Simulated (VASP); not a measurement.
Input:

```xyz
4
Lattice="-1.6521 1.6521 3.7717 1.6521 -1.6521 3.7717 1.6521 1.6521 -3.7717" Properties=species:S:1:pos:R:3 pbc="T T T"
Co     0.0000     0.0000     5.3413
Co     1.6521     0.0000     3.4555
Si     0.0000     0.0000     1.5684
Si     0.0000     1.6521     3.4542
```

Level of theory: PBEsol GGA, VASP's PBE PAW potentials (set 64) (plane waves; VASP 6.6.1). Run with 480 eV cut-off, 12×12×12 Γ-centred mesh, first-order Methfessel-Paxton smearing of 0.10 eV, potentials Co Si.

Q: Estimate the energy per atom (σ→0), pressure, band gap (on the k-mesh) with the smallest direct gap where there is one.

A: 
The band gap (on the k-mesh) is none (metal, semimetal or under 0.01 eV) and the energy per atom (σ→0) is -7.250 eV/atom. The pressure is 5.05 GPa.

The structure was generated: CoSi was put into the NbAs type (I4_1md), which need not be its known phase. It was relaxed first under an external pressure of 5 GPa. The run is not spin-polarised, so no magnetic state was tried.
